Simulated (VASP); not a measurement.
Given:

```
CaO
1.0
    0.00000     2.42353     2.42353
    2.42353     0.00000     2.42353
    2.42353     2.42353     0.00000
Ca O
1 1
Direct
  0.00000   0.00000   0.00000
  0.50000   0.50000   0.50000
```

Calculation: RPBE GGA, VASP's PBE PAW potentials (set 64) (plane waves; VASP). Run with 520 eV cut-off, 9×9×9 Γ-centred mesh, Gaussian smearing of 0.050 eV, potentials Ca_sv O.

### Question
Predict the energy per atom (σ→0), pressure.

### Answer

The energy per atom (σ→0) comes out as -6.044 eV/atom and the pressure comes out as 3.15 GPa.

The absolute energy has meaning only against runs of the same code, potentials and settings.

The compound is CaO in the rock salt structure. This cell is one point of a volume scan, at 0.97 of the reference volume.
